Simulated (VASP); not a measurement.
The system is BaH4.

```
CELL_PARAMETERS angstrom
2.29082 1.32260 3.53625
-2.29082 1.32260 3.53625
0.00000 -2.64521 3.53625
ATOMIC_POSITIONS crystal
Ba 0.00000 0.00000 0.00000
H 0.74087 0.74087 0.74087
H 0.25913 0.25913 0.25913
H 0.46369 0.46369 0.46369
H 0.53631 0.53631 0.53631
```

The cell was built by a generator and needn't be a form met in nature.

Base run:

| Item | Value |
| --- | --- |
| Program | VASP 6.6.1 |
| Functional | r2SCAN |
| Potentials or basis | VASP PAW PBE potentials, release 64 (Ba_sv, H) |
| Cutoff | 520 eV |
| k mesh | 6 × 6 × 6 |
| Occupations | gaussian, width 0.02 eV |
| Spin | no spin polarisation |

Its results: band gap on the k mesh 2.94 eV, indirect (least direct gap 3.33 eV); pressure 0.0 GPa; largest force 0.287 eV/Å.

Task: The run is repeated on the same cell with these changes: functional from r2SCAN to PBE. What comes out?

Result: Band gap on the k mesh 2.49 eV, indirect (least direct gap 2.90 eV); pressure 0.4 GPa; largest force 0.017 eV/Å.

r2SCAN gives the wider gap, since meta-GGAs in the generalised Kohn-Sham scheme recover part of the derivative discontinuity.

Caveats: spin-orbit coupling is left out, which moves the levels of the heavy elements; the PAW data sets were made with another functional, which shifts forces and pressure a little (some runs).

A k mesh can miss the band edges.
